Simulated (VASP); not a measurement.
Here is the system:

```yaml
crystal:
  lattice:
    - [0.00000, 3.13184, 3.13184]
    - [3.13184, 0.00000, 3.13184]
    - [3.13184, 3.13184, 0.00000]
  atoms:
    - { symbol: Cd, position: [0.00000, 0.00000, 0.00000] }
    - { symbol: Se, position: [0.25000, 0.25000, 0.25000] }
```

Level of theory: PW91 GGA, VASP's PBE PAW potentials (set 64) (plane waves; VASP 6.6.1). Numerical set-up: 520 eV cut-off, 7×7×7 Γ-centred mesh, Gaussian smearing of 0.050 eV, potentials Cd Se.

### Question
Estimate the energy per atom (σ→0), pressure, band gap (on the k-mesh) with the smallest direct gap where there is one.

### Answer

```json
{
 "band gap (on the k-mesh)": "0.41 eV",
 "smallest direct gap (on the k-mesh)": "0.41 eV",
 "energy per atom (σ→0)": "-2771 meV/atom",
 "pressure": "-1.23 GPa"
}
```

The absolute energy has meaning only against runs of the same code, potentials and settings.

The compound is CdSe in the zinc blende structure, whereas wurtzite is the usual form. This cell is one point of a volume scan, at 1.03 of the reference volume.
